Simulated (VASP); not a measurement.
Output of a VASP run:

File OSZICAR:
```
...
DAV:  53    -0.217416312987E+02   -0.11006E-04   -0.26327E-06  1045   0.135E-02    0.477E-02
DAV:  54    -0.217416538205E+02   -0.22522E-04   -0.12163E-05   910   0.318E-02    0.487E-02
DAV:  55    -0.217416469780E+02    0.68425E-05   -0.23088E-05   910   0.511E-02    0.389E-02
DAV:  56    -0.217415540167E+02    0.92961E-04   -0.17962E-04   910   0.131E-01    0.158E-02
DAV:  57    -0.217415247395E+02    0.29277E-04   -0.28288E-06  1269   0.224E-02    0.139E-02
DAV:  58    -0.217415156586E+02    0.90809E-05   -0.12671E-06   950   0.129E-02    0.122E-02
DAV:  59    -0.217415393223E+02   -0.23664E-04   -0.16427E-06   910   0.156E-02    0.116E-02
DAV:  60    -0.217415239012E+02    0.15421E-04   -0.15211E-06   910   0.180E-02    0.119E-02
DAV:  61    -0.217415142693E+02    0.96319E-05   -0.19676E-06   910   0.156E-02    0.112E-02
DAV:  62    -0.217415552086E+02   -0.40939E-04   -0.61801E-07   910   0.918E-03    0.115E-02
DAV:  63    -0.217415777436E+02   -0.22535E-04   -0.30738E-06   910   0.192E-02    0.140E-02
DAV:  64    -0.217415875517E+02   -0.98082E-05   -0.21280E-06   910   0.143E-02    0.149E-02
DAV:  65    -0.217415953712E+02   -0.78194E-05   -0.28549E-07   970   0.648E-03    0.155E-02
DAV:  66    -0.217415686004E+02    0.26771E-04   -0.46101E-07   910   0.917E-03    0.156E-02
DAV:  67    -0.217415745009E+02   -0.59004E-05   -0.37917E-08   630   0.295E-03    0.156E-02
DAV:  68    -0.217415810620E+02   -0.65612E-05   -0.12642E-08   480   0.197E-03    0.156E-02
DAV:  69    -0.217415868936E+02   -0.58316E-05   -0.17163E-08   560   0.201E-03    0.156E-02
DAV:  70    -0.217415857067E+02    0.11868E-05   -0.11324E-08   630   0.131E-03    0.154E-02
DAV:  71    -0.217415722651E+02    0.13442E-04   -0.41033E-07   910   0.658E-03    0.148E-02
DAV:  72    -0.217415422104E+02    0.30055E-04   -0.38603E-07   910   0.846E-03    0.147E-02
DAV:  73    -0.217415781111E+02   -0.35901E-04   -0.40265E-07   910   0.866E-03    0.151E-02
DAV:  74    -0.217415768499E+02    0.12612E-05   -0.55414E-09   540   0.105E-03    0.151E-02
DAV:  75    -0.217415713303E+02    0.55196E-05   -0.90749E-09   485   0.149E-03    0.152E-02
DAV:  76    -0.217415447506E+02    0.26580E-04   -0.73161E-07   910   0.958E-03    0.139E-02
DAV:  77    -0.217415745866E+02   -0.29836E-04   -0.29154E-07   902   0.644E-03    0.136E-02
DAV:  78    -0.217415755558E+02   -0.96918E-06   -0.21757E-08   695   0.130E-03    0.135E-02
DAV:  79    -0.217415404033E+02    0.35152E-04   -0.55109E-07   910   0.854E-03    0.132E-02
DAV:  80    -0.217416042315E+02   -0.63828E-04   -0.38361E-06   910   0.205E-02    0.125E-02
DAV:  81    -0.217416346364E+02   -0.30405E-04   -0.29184E-06   920   0.153E-02    0.115E-02
DAV:  82    -0.217416756121E+02   -0.40976E-04   -0.81415E-06   910   0.246E-02    0.980E-03
DAV:  83    -0.217416853799E+02   -0.97679E-05   -0.12249E-05   920   0.275E-02    0.760E-03
DAV:  84    -0.217416945253E+02   -0.91453E-05   -0.11186E-05   925   0.268E-02    0.522E-03
DAV:  85    -0.217417014617E+02   -0.69364E-05   -0.55074E-06   950   0.201E-02    0.346E-03
DAV:  86    -0.217417041497E+02   -0.26880E-05   -0.18860E-06   970   0.121E-02    0.225E-03
DAV:  87    -0.217417052694E+02   -0.11197E-05   -0.80934E-07   930   0.805E-03    0.132E-03
DAV:  88    -0.217417056913E+02   -0.42182E-06   -0.47912E-07   935   0.610E-03    0.475E-04
DAV:  89    -0.217417057704E+02   -0.79187E-07   -0.89521E-08   938   0.282E-03
   1 F= -.21741706E+02 E0= -.21741706E+02  d E =0.000000E+00
       N       E                     dE             ncg
       N       E                     dE             ncg
```

File OUTCAR:
```
------------------------ aborting loop because EDIFF is reached ----------------------------------------
  FORCE on cell =-STRESS in cart. coord.  units (eV):
  Direction    XX          YY          ZZ          XY          YZ          ZX
  --------------------------------------------------------------------------------------
  Total       -0.0040456     -0.0040456     -0.0040456      0.0000000      0.0000000      0.0000000
  in kB       -0.1573270     -0.1573270     -0.1573270      0.0000000      0.0000000      0.0000000
  external PRESSURE =      -0.1573270 kB  Pullay stress =       0.0000000 kB
  volume of cell :       41.20
      direct lattice vectors                 reciprocal lattice vectors
     0.000000000  2.741273586  2.741273586    -0.182396971  0.182396971  0.182396971
     2.741273586  0.000000000  2.741273586     0.182396971 -0.182396971  0.182396971
     2.741273586  2.741273586  0.000000000     0.182396971  0.182396971 -0.182396971
  FREE ENERGIE OF THE ION-ELECTRON SYSTEM (eV)
  ---------------------------------------------------
  free  energy   TOTEN  =       -21.7417057704 eV

  energy  without entropy=      -21.7417057704  energy(sigma->0) =      -21.74170577

 total charge

# of ion       s       p       d       tot
------------------------------------------
    1        0.842   0.812  10.017  11.671
    2        1.025   1.537   0.000   2.562
--------------------------------------------------
tot          1.867   2.349  10.017  14.234
```
(Selected blocks of OUTCAR.)

### POSCAR
```
GaP
1
    0.0000000000     2.7412735862     2.7412735862
    2.7412735862    -0.0000000000     2.7412735862
    2.7412735862     2.7412735862     0.0000000000
Ga P
1 1
Direct
  0.0000000000   0.0000000000   0.0000000000
  0.2500000000   0.2500000000   0.2500000000
```

Write an INCAR and KPOINTS that could have produced this output.

This is not unique; one that fits is the input of the run itself, TPSS meta-GGA, plane waves, VASP's PBE PAW potentials (set 64).

INCAR:
```
SYSTEM=GaP
PREC=Accurate; ENCUT=520; LREAL=F
LASPH=T
EDIFF=1E-7; NELM=100; ALGO=Normal
LMAXMIX=4; LMIXTAU=T
ISMEAR=-5
METAGGA=TPSS
ISIF=2
LWAVE=F; LCHARG=F; LORBIT=11
NEDOS=601
```

**KPOINTS**
```
Automatic mesh
0
Gamma
9 9 9
0 0 0
```

KPOINTS_OPT:
```
k-points along high-symmetry lines
10
Line-mode
Reciprocal
  0.000000   0.000000   0.000000 ! GAMMA
 -0.500000  -0.500000   0.000000 ! X

 -0.500000  -0.500000   0.000000 ! X
 -0.375000  -0.375000   0.250000 ! U

 -0.375000  -0.000000   0.375000 ! K
  0.000000   0.000000   0.000000 ! GAMMA

  0.000000   0.000000   0.000000 ! GAMMA
 -0.000000   0.000000   0.500000 ! L

 -0.000000   0.000000   0.500000 ! L
 -0.500000  -0.250000   0.250000 ! W

 -0.500000  -0.250000   0.250000 ! W
 -0.500000  -0.500000   0.000000 ! X
```

POTCAR, in this order: Ga_d P (PBE.64 set). Program: vasp_std.

The compound is GaP in the zinc blende structure. It was relaxed first.
